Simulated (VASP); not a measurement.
A convergence study with VASP on Ti (hcp): one setting is varied, all else stays as given below, so the limit is that of these other settings.

```
CELL_PARAMETERS angstrom
      1.47500    -2.55477     0.00000
      1.47500     2.55477     0.00000
      0.00000     0.00000     4.68000
ATOMIC_POSITIONS crystal
  Ti 0.33333 0.66667 0.25000
  Ti 0.66667 0.33333 0.75000
```

Calculation: PBE GGA, VASP's PBE PAW potentials (set 64) (plane waves; VASP). The tightest run used: 550 eV cut-off, 24×24×14 Γ-centred mesh, tetrahedra with Blöchl corrections, potentials Ti_sv.

Q: The settings run are 3×3×2 mesh; 4×4×2 mesh; 5×5×3 mesh; 6×6×3 mesh; 7×7×4 mesh; 8×8×4 mesh; 9×9×5 mesh; 10×10×6 mesh; 11×11×6 mesh; 12×12×7 mesh; 13×13×7 mesh; 14×14×8 mesh; 15×15×8 mesh; 16×16×9 mesh; 17×17×10 mesh; 18×18×10 mesh; 19×19×11 mesh; 20×20×11 mesh; 21×21×12 mesh; 22×22×12 mesh; 23×23×13 mesh; 24×24×14 mesh. From which on does the stress (every component) stay within 0.5 GPa of the tightest run?

A: From 7×7×4 mesh on: it is off by 0.37 there and by no more than 0.5 in any finer run, while 6×6×3 mesh is off by 0.61.
```json
[
 {"setting": "3×3×2 mesh", "E (eV/atom)": "-7.8244", "pressure (GPa)": "-2.78", "irreducible k-points": "6", "difference judged (GPa)": "3.08"},
 {"setting": "4×4×2 mesh", "E (eV/atom)": "-7.8178", "pressure (GPa)": "-1.79", "irreducible k-points": "8", "difference judged (GPa)": "2.18"},
 {"setting": "5×5×3 mesh", "E (eV/atom)": "-7.8353", "pressure (GPa)": "-1.91", "irreducible k-points": "10", "difference judged (GPa)": "1.43"},
 {"setting": "6×6×3 mesh", "E (eV/atom)": "-7.8218", "pressure (GPa)": "-1.53", "irreducible k-points": "14", "difference judged (GPa)": "0.61"},
 {"setting": "7×7×4 mesh", "E (eV/atom)": "-7.8355", "pressure (GPa)": "-1.87", "irreducible k-points": "24", "difference judged (GPa)": "0.37"},
 {"setting": "8×8×4 mesh", "E (eV/atom)": "-7.8383", "pressure (GPa)": "-1.90", "irreducible k-points": "30", "difference judged (GPa)": "0.34"},
 {"setting": "9×9×5 mesh", "E (eV/atom)": "-7.8333", "pressure (GPa)": "-1.81", "irreducible k-points": "36", "difference judged (GPa)": "0.23"},
 {"setting": "10×10×6 mesh", "E (eV/atom)": "-7.8342", "pressure (GPa)": "-1.79", "irreducible k-points": "56", "difference judged (GPa)": "0.03"},
 {"setting": "11×11×6 mesh", "E (eV/atom)": "-7.8338", "pressure (GPa)": "-1.78", "irreducible k-points": "64", "difference judged (GPa)": "0.06"},
 {"setting": "12×12×7 mesh", "E (eV/atom)": "-7.8343", "pressure (GPa)": "-1.79", "irreducible k-points": "76", "difference judged (GPa)": "0.08"},
 {"setting": "13×13×7 mesh", "E (eV/atom)": "-7.8344", "pressure (GPa)": "-1.79", "irreducible k-points": "84", "difference judged (GPa)": "0.09"},
 {"setting": "14×14×8 mesh", "E (eV/atom)": "-7.8345", "pressure (GPa)": "-1.79", "irreducible k-points": "120", "difference judged (GPa)": "0.06"},
 {"setting": "15×15×8 mesh", "E (eV/atom)": "-7.8345", "pressure (GPa)": "-1.79", "irreducible k-points": "135", "difference judged (GPa)": "0.04"},
 {"setting": "16×16×9 mesh", "E (eV/atom)": "-7.8346", "pressure (GPa)": "-1.79", "irreducible k-points": "150", "difference judged (GPa)": "0.02"},
 {"setting": "17×17×10 mesh", "E (eV/atom)": "-7.8344", "pressure (GPa)": "-1.79", "irreducible k-points": "198", "difference judged (GPa)": "0.04"},
 {"setting": "18×18×10 mesh", "E (eV/atom)": "-7.8344", "pressure (GPa)": "-1.79", "irreducible k-points": "222", "difference judged (GPa)": "0.04"},
 {"setting": "19×19×11 mesh", "E (eV/atom)": "-7.8344", "pressure (GPa)": "-1.78", "irreducible k-points": "240", "difference judged (GPa)": "0.00"},
 {"setting": "20×20×11 mesh", "E (eV/atom)": "-7.8344", "pressure (GPa)": "-1.79", "irreducible k-points": "264", "difference judged (GPa)": "0.00"},
 {"setting": "21×21×12 mesh", "E (eV/atom)": "-7.8346", "pressure (GPa)": "-1.79", "irreducible k-points": "336", "difference judged (GPa)": "0.01"},
 {"setting": "22×22×12 mesh", "E (eV/atom)": "-7.8345", "pressure (GPa)": "-1.79", "irreducible k-points": "364", "difference judged (GPa)": "0.01"},
 {"setting": "23×23×13 mesh", "E (eV/atom)": "-7.8345", "pressure (GPa)": "-1.79", "irreducible k-points": "392", "difference judged (GPa)": "0.01"},
 {"setting": "24×24×14 mesh", "E (eV/atom)": "-7.8345", "pressure (GPa)": "-1.79", "irreducible k-points": "488", "difference judged (GPa)": "0.00"}
]
```

Left out are rungs that failed or repeat a setting and relaxations that didn't move; long series are thinned to 24 rows.

The compound is Ti in the hcp structure. The cell was not relaxed at this level.
